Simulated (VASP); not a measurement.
Calculation: PBE GGA with D3 dispersion (zero damping), VASP's PBE PAW potentials (set 64) (plane waves; VASP).

Input for VASP

INCAR:
```
SYSTEM = GaN
PREC = Accurate
ENCUT = 520
EDIFF = 1E-7
NELM = 100
ALGO = Normal
LREAL = .FALSE.
LASPH = .TRUE.
ISMEAR = 0
SIGMA = 0.05
GGA = PE
IVDW = 11
LMAXMIX = 4
LWAVE = .FALSE.
LCHARG = .FALSE.
LORBIT = 11
ICHARG = 11
```

POSCAR:
```
GaN
1
   -0.0000000000     2.2617783945     2.2617783945
    2.2617783945    -0.0000000000     2.2617783945
    2.2617783945     2.2617783945     0.0000000000
Ga N
1 1
Direct
  0.0000000000   0.0000000000   0.0000000000
  0.2500000000   0.2500000000   0.2500000000
```

File KPOINTS:
```
k-points along high-symmetry lines
15
Line-mode
Reciprocal
  0.000000   0.000000   0.000000 ! GAMMA
 -0.500000  -0.500000   0.000000 ! X

 -0.500000  -0.500000   0.000000 ! X
 -0.375000  -0.375000   0.250000 ! U

 -0.375000   0.000000   0.375000 ! K
  0.000000   0.000000   0.000000 ! GAMMA

  0.000000   0.000000   0.000000 ! GAMMA
  0.000000   0.000000   0.500000 ! L

  0.000000   0.000000   0.500000 ! L
 -0.500000  -0.250000   0.250000 ! W

 -0.500000  -0.250000   0.250000 ! W
 -0.500000  -0.500000   0.000000 ! X
```

POTCAR, in this order: Ga_d N (PBE.64 set). Program: vasp_std. Read from the step before: CHGCAR.

The run wrote:

**OSZICAR**
```
       N       E                     dE             d eps       ncg     rms          rms(c)
DAV:   1     0.822075804633E+02    0.82208E+02   -0.98519E+03  2516   0.250E+03
DAV:   2    -0.482037624482E+01   -0.87028E+02   -0.81775E+02  2721   0.352E+02
DAV:   3    -0.108327604269E+02   -0.60124E+01   -0.59806E+01  2565   0.813E+01
DAV:   4    -0.109275055222E+02   -0.94745E-01   -0.94692E-01  2875   0.110E+01
DAV:   5    -0.109289567816E+02   -0.14513E-02   -0.14512E-02  2546   0.114E+00
DAV:   6    -0.109290125900E+02   -0.55808E-04   -0.55808E-04  3198   0.192E-01
DAV:   7    -0.109290134749E+02   -0.88498E-06   -0.88498E-06  2579   0.203E-02
DAV:   8    -0.109290135175E+02   -0.42607E-07   -0.42598E-07  2257   0.346E-03
   1 F= -.11273773E+02 E0= -.11273773E+02  d E =-.132085E-19
```

### OUTCAR
```
 val. band max:        5.1621037889   @ k =   0.0000   0.0000   0.0000

 cond. band min:       6.8156232641   @ k =   0.0000   0.0000   0.0000



 k-point     1 :       0.0000    0.0000    0.0000
  band No.  band energies     occupation
      1     -10.6779      2.00000
      2      -8.2708      2.00000
      3      -8.2708      2.00000
      4      -8.2708      2.00000
      5      -7.9621      2.00000
      6      -7.9621      2.00000
      7       5.1621      2.00000
      8       5.1621      2.00000
      9       5.1621      2.00000
     10       6.8156      0.00000
     11      15.3954      0.00000
     12      15.3954      0.00000
     13      15.3954      0.00000

 k-point     2 :      -0.0357   -0.0357    0.0000
  band No.  band energies     occupation
      1     -10.6590      2.00000
      2      -8.2676      2.00000
      3      -8.2676      2.00000
      4      -8.2664      2.00000
      5      -7.9636      2.00000
      6      -7.9612      2.00000
      7       4.9478      2.00000
      8       5.1202      2.00000
      9       5.1202      2.00000
     10       7.0364      0.00000
     11      15.2716      0.00000
     12      15.4381      0.00000
     13      15.4381      0.00000

 k-point     3 :      -0.0714   -0.0714    0.0000
  band No.  band energies     occupation
      1     -10.6035      2.00000
      2      -8.2579      2.00000
      3      -8.2579      2.00000
      4      -8.2525      2.00000
      5      -7.9677      2.00000
      6      -7.9584      2.00000
      7       4.4854      2.00000
      8       4.9985      2.00000
      9       4.9985      2.00000
     10       7.5147      0.00000
     11      14.9350      0.00000
     12      15.5633      0.00000
     13      15.5633      0.00000

 k-point     4 :      -0.1071   -0.1071    0.0000
  band No.  band energies     occupation
      1     -10.5151      2.00000
      2      -8.2422      2.00000
      3      -8.2422      2.00000
      4      -8.2272      2.00000
...
```

The density is held fixed in this step, so its total energy and stress have no physical meaning.

The compound is GaN in the zinc blende structure, a metastable form; wurtzite is the usual one. It was relaxed first.
